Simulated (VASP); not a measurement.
Energy against volume of CeO$_{2}$ (fluorite). Calculation: TPSS meta-GGA, VASP's PBE PAW potentials (set 64) (plane waves; VASP). Settings: 520 eV cut-off, 7×7×7 Γ-centred mesh, Gaussian smearing of 0.050 eV, potentials Ce O.

```json
[
 {"V (Å³/atom)": "13.056", "E (eV/atom)": "-12.66709"},
 {"V (Å³/atom)": "13.459", "E (eV/atom)": "-12.67554"},
 {"V (Å³/atom)": "13.863", "E (eV/atom)": "-12.66999"},
 {"V (Å³/atom)": "14.267", "E (eV/atom)": "-12.65248"}
]
```

**Question.** Fit these four points and predict the energy of the run at 12.652 Å³/atom.

**Answer.** A cubic in V^(−2/3), the third-order Birch-Murnaghan form, passes through the four points with V0 = 13.49 Å³/atom and B0 = 183 GPa, and gives -12.6421 eV/atom there. The run gave -12.6420 eV/atom, +0.1 meV/atom from the fit; all five points give B0 = 183 GPa.

The compound is CeO2 in the fluorite structure. It was relaxed first. The run is not spin-polarised, so no magnetic state was tried.
